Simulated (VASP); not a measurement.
# Rb2MnF6 (Fm-3m) in VASP: notebook

The runs below take Rb2MnF6 through single point, with LDA.

All numbers are computed with VASP 6.6.1; they aren't measurements. Logs are shortened: lines on timing, memory, paths and dates and some standing lists are left out, and cuts for length are marked.

### Step 1. Starting point

The structure is cubic, space group Fm-3m (No. 225). The conventional cell has a = 8.430 Å, b = 8.430 Å, c = 8.430 Å, α = 90.00°, β = 90.00°, γ = 90.00°. Around Rb (site symmetry -43m) lie 12 F at 3.00 Å. Mn (site symmetry m-3m) has 6 F at 1.73 Å as nearest neighbours. F (site symmetry 4mm) is surrounded by 1 Mn at 1.73 Å.

### Step 2. Single point, LDA, collinear spin, typed start

INCAR reads:

```
PREC = Accurate
ENCUT = 520
EDIFF = 1E-7
ISMEAR = 0
SIGMA = 0.05
LREAL = False
LASPH = True
NELM = 150
ALGO = Normal
ISIF = 2
LWAVE = False
LCHARG = True
ISPIN = 2
MAGMOM = 0 0 3 0 0 0 0 0 0
LORBIT = 11
LMAXMIX = 4
GGA = CA
LELF = True
LVHAR = True
NBANDS = 50
```

KPOINTS reads:

```
regular mesh
0
Gamma
  4 4 4
```

POSCAR reads:

```
Rb2MnF6
1.0
    0.0000000000      4.2150002200      4.2150002200
    4.2150002200      0.0000000000      4.2150002200
    4.2150002200      4.2150002200      0.0000000000
Rb Mn F
2 1 6
Direct
    0.2500000000      0.2500000000      0.2500000000
    0.7500000000      0.7500000000      0.7500000000
    0.0000000000      0.0000000000      0.0000000000
    0.7950000000      0.2050000000      0.2050000000
    0.2050000000      0.7950000000      0.2050000000
    0.2050000000      0.7950000000      0.7950000000
    0.7950000000      0.2050000000      0.7950000000
    0.2050000000      0.2050000000      0.7950000000
    0.7950000000      0.7950000000      0.2050000000
```

Potentials or basis: VASP PAW LDA potentials, release 64 (Rb_sv, Mn_pv, F).

Launch:

```bash
$ cat potpaw_LDA.64/Rb_sv/POTCAR potpaw_LDA.64/Mn_pv/POTCAR potpaw_LDA.64/F/POTCAR > POTCAR
$ mpirun -np 1 vasp_std > vasp.out
```

OUTCAR:

```text
PREC = Accurate
   ENCUT = 520
   EDIFF = 1E-7
   ISMEAR = 0
   LREAL = False
   LASPH = True
   NELM = 150
   ISIF = 2
   ISPIN = 2
   LORBIT = 11
   GGA = CA

 ion  position               nearest neighbor table
   1  0.250  0.250  0.250-   4 3.00   7 3.00   5 3.00   6 3.00   6 3.00   7 3.00   4 3.00   5 3.00
                             8 3.00   9 3.00   9 3.00   8 3.00   3 3.65   3 3.65   3 3.65   3 3.65
   2  0.750  0.750  0.750-   6 3.00   7 3.00   4 3.00   5 3.00   4 3.00   7 3.00   5 3.00   6 3.00
                             8 3.00   9 3.00   9 3.00   8 3.00   3 3.65   3 3.65   3 3.65   3 3.65
   3  0.000  0.000  0.000-   4 1.73   5 1.73   6 1.73   7 1.73   8 1.73   9 1.73   2 3.65   2 3.65
                             1 3.65   2 3.65   2 3.65   1 3.65   1 3.65   1 3.65
   4  0.795  0.205  0.205-   3 1.73   2 3.00   1 3.00   2 3.00   1 3.00
   5  0.205  0.795  0.205-   3 1.73   2 3.00   1 3.00   2 3.00   1 3.00
   6  0.205  0.795  0.795-   3 1.73   2 3.00   2 3.00   1 3.00   1 3.00
   7  0.795  0.205  0.795-   3 1.73   2 3.00   2 3.00   1 3.00   1 3.00
   8  0.205  0.205  0.795-   3 1.73   2 3.00   1 3.00   2 3.00   1 3.00
   9  0.795  0.795  0.205-   3 1.73   2 3.00   2 3.00   1 3.00   1 3.00

  LATTYP: Found a face centered cubic cell.
 ALAT       =     8.4300004400

  Lattice vectors:

 A1 = (   0.0000000000,   4.2150002200,   4.2150002200)
 A2 = (   4.2150002200,   0.0000000000,   4.2150002200)
 A3 = (   4.2150002200,   4.2150002200,   0.0000000000)

Analysis of symmetry for initial positions (statically):
=====================================================================
 Subroutine PRICEL returns:
 Original cell was already a primitive cell.

 Routine SETGRP: Setting up the symmetry group for a
 face centered cubic supercell.

 Subroutine GETGRP returns: Found 48 space group operations
 (whereof 48 operations were pure point group operations)
 out of a pool of 48 trial point group operations.

The static configuration has the point symmetry O_h .

Analysis of symmetry for dynamics (positions and initial velocities):
=====================================================================
 Subroutine PRICEL returns:
 Original cell was already a primitive cell.

 Routine SETGRP: Setting up the symmetry group for a
 face centered cubic supercell.

 Subroutine GETGRP returns: Found 48 space group operations
 (whereof 48 operations were pure point group operations)
 out of a pool of 48 trial point group operations.

The dynamic configuration has the point symmetry O_h .

Analysis of structural, dynamic, and magnetic symmetry:
=====================================================================
 Subroutine PRICEL returns:
 Original cell was already a primitive cell.

 Routine SETGRP: Setting up the symmetry group for a
 face centered cubic supercell.

 Subroutine GETGRP returns: Found 48 space group operations
 (whereof 48 operations were pure point group operations)
 out of a pool of 48 trial point group operations.

The overall configuration has the point symmetry O_h .

 Subroutine INISYM returns: Found 48 space group operations
 (whereof 48 operations are pure point group operations),
 and found     1 'primitive' translations

----------------------------------------------------------------------------------------

                                     Primitive cell

  volume of cell :     149.7693

  direct lattice vectors                    reciprocal lattice vectors
     0.000000000  4.215000220  4.215000220    -0.118623956  0.118623956  0.118623956
     4.215000220  0.000000000  4.215000220     0.118623956 -0.118623956  0.118623956
     4.215000220  4.215000220  0.000000000     0.118623956  0.118623956 -0.118623956

  length of vectors
     5.960910477  5.960910477  5.960910477     0.205462719  0.205462719  0.205462719

  position of ions in fractional coordinates (direct lattice)
     0.250000000  0.250000000  0.250000000
     0.750000000  0.750000000  0.750000000
     0.000000000  0.000000000  0.000000000
     0.795000000  0.205000000  0.205000000
     0.205000000  0.795000000  0.205000000
[... 60 lines left out ...]
   NGXF,Y,Z  is equivalent  to a cutoff of  26.77, 26.77, 26.77 a.u.
 SYSTEM =  unknown system
   PREC   = accura    normal or accurate (medium, high low for compatibility)
   ISTART =      0    job   : 0-new  1-cont  2-samecut
   ICHARG =      2    charge: 1-file 2-atom 10-const
   ISPIN  =      2    spin polarized calculation?
   LNONCOLLINEAR =      F non collinear calculations
   LSORBIT =      F    spin-orbit coupling
   LASPH  =      T    aspherical Exc in radial PAW
   ENCUT  =  520.0 eV  38.22 Ry    6.18 a.u.  11.08 11.08 11.08*2*pi/ulx,y,z
   NELM   =    150;   NELMIN=  2; NELMDL= -5     # of ELM steps
   EDIFF  = 0.1E-06   stopping-criterion for ELM
   LREAL  =      F    real-space projection
   EDIFFG = 0.1E-05   stopping-criterion for IOM
   NSW    =      0    number of steps for IOM
   IBRION =     -1    ionic relax: 0-MD 1-quasi-New 2-CG
   NFREE  =      0    steps in history (QN), initial steepest desc. (CG)
   ISIF   =      2    stress and relaxation
   ISYM   =      2    0-nonsym 1-usesym 2-fastsym
   POTIM  = 0.5000    time-step for ionic-motion
   TEBEG  =    0.0;   TEEND  =   0.0 temperature during run
   PSTRESS=    0.0 pullay stress
   NELECT =      73.0000    total number of electrons
   NUPDOWN=      -1.0000    fix difference up-down
   EMIN   =  10.00;   EMAX   =-10.00  energy-range for DOS
   EFERMI =   0.00;   METHOD = LEGACY
   ISMEAR =     0;   SIGMA  =   0.05  broadening in eV -4-tet -1-fermi 0-gaus
   EFERMI_NEDOS =   21; number of points for ismear=-14 and -15
   IALGO  =     38    algorithm
   IMIX   =      4    mixing-type and parameters
     AMIX     =   0.40;   BMIX     =  1.00
     AMIX_MAG =   1.60;   BMIX_MAG =  1.00
  volume/ion in A,a.u.               =      16.64       112.30
  Fermi-wavevector in a.u.,A,eV,Ry     =   1.288373  2.434671 22.584368  1.659904
  Thomas-Fermi vector in A             =   2.420330
   LORBIT       =     11    0 simple, 1 ext, 2 COOP (PROOUT), +10 PAW based schemes
   GGA     = CA    functional components
   LHFCALC =     F    Hartree Fock is set to
   AEXX    =    0.0000 exact exchange contribution
   IVDW    =     0    specifies the selected vdW correction
   LEPSILON=     F    determine dielectric tensor
   LRPA    =     F    only Hartree local field effects (RPA)
 spin polarized calculation
 Gauss-broadening in eV      SIGMA  =   0.05
  energy-cutoff  :      520.00
  volume of cell :      149.77
 maximum number of plane-waves:      4056
 NGX is ok and might be reduce to    48
   NGX = 23   NGY = 23   NGZ = 23

 number of electron      72.9999981 magnetization       2.9999997

 Free energy of the ion-electron system (eV)
  ---------------------------------------------------
  ext. energy  EPLUGINS =         0.00000000
  ---------------------------------------------------
  free energy    TOTEN  =       -49.87808448 eV

  energy without entropy =      -49.87808448  energy(sigma->0) =      -49.87808448

 E-fermi :  -0.7670     XC(G=0):  -9.3409

 val. band max:       -1.0703927804   @ k =   0.5000   0.5000   0.0000
 cond. band min:       1.0234262887   @ k =   0.5000   0.5000   0.0000
 fundamental gap:      2.0938190691
 Fermi energy:        -0.7670428736

 spin component 1

 k-point     1 :       0.0000    0.0000    0.0000
  band No.  band energies     occupation
      1     -50.6450      1.00000
      2     -50.6450      1.00000
      3     -50.6450      1.00000
      4     -25.2042      1.00000
      5     -25.0729      1.00000
      6     -23.5347      1.00000
[... 397 lines left out ...]
     47       9.0225      0.00000
     48       9.3375      0.00000
 Fermi energy:        -0.7670428736

 spin component 2

 k-point     1 :       0.0000    0.0000    0.0000
  band No.  band energies     occupation
      1     -47.9799      1.00000
      2     -47.9799      1.00000
      3     -47.9799      1.00000
      4     -25.1949      1.00000
      5     -25.0698      1.00000
      6     -23.4202      1.00000
[... 397 lines left out ...]
     47       9.0749      0.00000
     48       9.3568      0.00000
 [bands above 48 left out]

------------------------ aborting loop because EDIFF is reached ----------------------------------------

  FORCE on cell =-STRESS in cart. coord.  units (eV):
  Direction    XX          YY          ZZ          XY          YZ          ZX
  --------------------------------------------------------------------------------------
  -------------------------------------------------------------------------------------
  Total        5.5190489      5.5190489      5.5190489     -0.0000000      0.0000000     -0.0000000
  in kB       59.0407715     59.0407715     59.0407715     -0.0000000      0.0000000     -0.0000000
  external PRESSURE =      59.0407715 kB  Pullay stress =       0.0000000 kB

 VOLUME and BASIS-vectors are now :
 -----------------------------------------------------------------------------
  energy-cutoff  :      520.00
  volume of cell :      149.77
      direct lattice vectors                 reciprocal lattice vectors
     0.000000000  4.215000220  4.215000220    -0.118623956  0.118623956  0.118623956
     4.215000220  0.000000000  4.215000220     0.118623956 -0.118623956  0.118623956
     4.215000220  4.215000220  0.000000000     0.118623956  0.118623956 -0.118623956

 POSITION                                       TOTAL-FORCE (eV/Angst)
 -----------------------------------------------------------------------------------
      2.10750      2.10750      2.10750        -0.000000     -0.000000     -0.000000
      6.32250      6.32250      6.32250         0.000000     -0.000000      0.000000
      0.00000      0.00000      0.00000         0.000000      0.000000      0.000000
      1.72815      4.21500      4.21500         2.258218      0.000000      0.000000
      4.21500      1.72815      4.21500         0.000000      2.258218      0.000000
      6.70185      4.21500      4.21500        -2.258218      0.000000      0.000000
      4.21500      6.70185      4.21500         0.000000     -2.258218      0.000000
      4.21500      4.21500      1.72815         0.000000      0.000000      2.258218
      4.21500      4.21500      6.70185         0.000000      0.000000     -2.258218
 -----------------------------------------------------------------------------------
    total drift:                               -0.000000     -0.000000     -0.000000

  FREE ENERGIE OF THE ION-ELECTRON SYSTEM (eV)
  ---------------------------------------------------
  free  energy   TOTEN  =       -49.8780844793 eV

  energy  without entropy=      -49.8780844793  energy(sigma->0) =      -49.87808448

 total charge

# of ion       s       p       d       tot
------------------------------------------
    1        1.934   5.342   0.017   7.293
    2        1.934   5.342   0.017   7.293
    3        0.435   6.667   5.125  12.226
    4        1.734   4.348   0.000   6.083
    5        1.734   4.348   0.000   6.083
    6        1.734   4.348   0.000   6.083
    7        1.734   4.348   0.000   6.083
    8        1.734   4.348   0.000   6.083
    9        1.734   4.348   0.000   6.083
--------------------------------------------------
tot         14.709  43.442   5.159  63.310

 magnetization (x)

# of ion       s       p       d       tot
------------------------------------------
    1        0.001   0.002   0.001   0.003
    2        0.001   0.002   0.001   0.003
    3        0.008   0.019   2.554   2.581
    4        0.000   0.047   0.000   0.047
    5        0.000   0.047   0.000   0.047
    6        0.000   0.047   0.000   0.047
    7        0.000   0.047   0.000   0.047
    8        0.000   0.047   0.000   0.047
    9        0.000   0.047   0.000   0.047
--------------------------------------------------
tot          0.010   0.303   2.556   2.869
```

Wall time 2.7 min (1 thread of AMD EPYC 7R13 (Zen 3), shared host); peak memory 0.29 GiB.

Results:

| Property | Result |
| --- | --- |
| Free energy | -49.8781 eV |
| Pressure | 5.9 GPa |
| Largest force | 2.258 eV/Å |
| Band gap on the k mesh | 2.09 eV, direct |
| Net moment | 3.00 μB per cell |
| Site moments | Rb +0.00; Mn +2.58; F +0.05 μB |
| Valence electrons inside the program's atomic spheres | Rb 7.29; Mn 12.23; F 6.08 |

Forces on the atoms (eV/Å):
```
Rb   0.000  0.000  0.000
Rb   0.000  0.000  0.000
Mn   0.000  0.000  0.000
F    2.258  0.000  0.000
F    0.000  2.258  0.000
F   -2.258  0.000  0.000
F    0.000 -2.258  0.000
F    0.000  0.000  2.258
F    0.000  0.000 -2.258
```

Caveat: a cell with one magnetic atom can't hold antiferromagnetic order, which such compounds often take; forces of over 1 eV/Å show positions far from the minimum, so gaps and moduli don't describe the material at rest.

### Step 3. Single point, LDA, collinear spin, twin_end start

INCAR reads:

```
SYSTEM = Rb2MnF6
PREC = Accurate
ENCUT = 520
EDIFF = 1E-7
ISMEAR = 0
SIGMA = 0.05
LREAL = .FALSE.
LASPH = .TRUE.
NELM = 150
ALGO = Fast
ISIF = 2
LWAVE = .FALSE.
LCHARG = .FALSE.
ISPIN = 2
MAGMOM = 0 0 2.45 0.05 0.05 0.05 0.05 0.05 0.05
LORBIT = 11
LMAXMIX = 4
GGA = CA
NBANDS = 50
```

KPOINTS reads:

```
regular mesh
0
G
  4 4 4
  0 0 0
```

POSCAR is that of step 2.

Potentials or basis: VASP PAW LDA potentials, release 64 (Rb_sv, Mn_pv, F).

Launch:

```bash
$ cat potpaw_LDA.64/Rb_sv/POTCAR potpaw_LDA.64/Mn_pv/POTCAR potpaw_LDA.64/F/POTCAR > POTCAR
$ mpirun -np 1 vasp_std > vasp.out
```

Run time: 4.6 min. Hardware: 1 thread of AMD EPYC 7R13 (Zen 3), shared host; peak memory 0.3 GiB.

Results (log left out):

```
Free energy                                           : -49.8781 eV
Pressure                                              : 5.9 GPa
Largest force                                         : 2.258 eV/Å
Band gap on the k mesh                                : 2.09 eV, direct
Net moment                                            : 3.00 μB per cell
Site moments                                          : Rb +0.00; Mn +2.58; F +0.05 μB
Valence electrons inside the program's atomic spheres : Rb 7.29; Mn 12.23; F 6.08
```

Forces on the atoms (eV/Å):
```
Rb   0.000  0.000  0.000
Rb   0.000  0.000  0.000
Mn   0.000  0.000  0.000
F    2.258  0.000  0.000
F    0.000  2.258  0.000
F   -2.258  0.000  0.000
F    0.000 -2.258  0.000
F    0.000  0.000  2.258
F    0.000  0.000 -2.258
```

Levels at points of the mesh, in eV from the valence-band top:
Spin up:
| k point | band 34 | band 35 | band 36 | band 37 | band 38 | band 39 | band 40 | band 41 | band 42 | band 43 |
| --- | --- | --- | --- | --- | --- | --- | --- | --- | --- | --- |
| (0.00, 0.00, 0.00) | -2.17 | -2.17 | -0.05 | -0.05 | -0.05 | 3.37 | 3.37 | 5.32 | 7.59 | 7.59 |
| (0.50, 0.00, 0.00) | -2.27 | -2.24 | -0.11 | -0.04 | -0.04 | 3.28 | 3.28 | 7.16 | 7.64 | 8.84 |
| (0.50, 0.50, 0.00) | -2.34 | -2.19 | -0.19 | 0.00 | 0.00 | 3.01 | 3.39 | 7.35 | 7.97 | 8.34 |
Spin down:
```
           k point  band 31  band 32  band 33  band 34  band 35  band 36  band 37  band 38  band 39  band 40
(0.00, 0.00, 0.00)    -2.59    -2.59    -2.03    -2.03    -2.03     2.19     2.19     2.19     4.78     4.78
(0.50, 0.00, 0.00)    -2.62    -2.62    -2.13    -2.13    -2.10     2.17     2.22     2.22     4.68     4.68
(0.50, 0.50, 0.00)    -2.67    -2.67    -2.20    -2.20    -2.04     2.09     2.27     2.27     4.35     4.80
```

Caveat: a cell with one magnetic atom can't hold antiferromagnetic order, which such compounds often take; forces of over 1 eV/Å show positions far from the minimum, so gaps and moduli don't describe the material at rest. A hybrid or GW would open this gap; LDA tends to underestimate it.
